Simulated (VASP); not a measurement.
```yaml
crystal:
  lattice:
    - [4.46847, 0.00000, 0.00000]
    - [0.00000, 4.46847, 0.00000]
    - [0.00000, 0.00000, 4.46847]
  atoms:
    - { symbol: Rb, position: [0.00000, 0.00000, 0.00000] }
    - { symbol: Ca, position: [0.50000, 0.50000, 0.50000] }
    - { symbol: H, position: [0.50000, 0.00000, 0.50000] }
    - { symbol: H, position: [0.00000, 0.50000, 0.50000] }
    - { symbol: H, position: [0.50000, 0.50000, 0.00000] }
```

These are PBEsol GGA, VASP's PBE PAW potentials (set 64) (plane waves; VASP) values and carry that method's errors. Settings: 400 eV cut-off, 6×6×6 Γ-centred mesh, tetrahedra with Blöchl corrections, potentials Rb_sv Ca_sv H.

The cores are frozen, which limits the accuracy of field gradients.

**Question.** Give the principal components of the electric field gradient (V/Å²) and the asymmetry η at each nucleus.

**Answer.** 
```json
[
 {"atom": "Rb1", "Vxx": "0.0", "Vyy": "0.0", "Vzz": "0.0", "η": "-"},
 {"atom": "Ca2", "Vxx": "0.0", "Vyy": "0.0", "Vzz": "0.0", "η": "-"},
 {"atom": "H3", "Vxx": "-2.2", "Vyy": "-2.2", "Vzz": "4.4", "η": "0.00"},
 {"atom": "H4", "Vxx": "-2.2", "Vyy": "-2.2", "Vzz": "4.4", "η": "0.00"},
 {"atom": "H5", "Vxx": "-2.2", "Vyy": "-2.2", "Vzz": "4.4", "η": "0.00"}
]
```

The structure comes from a computed database's RbCaH3 entry (Pm-3m); how it stands against other phases isn't given here. It was relaxed first.
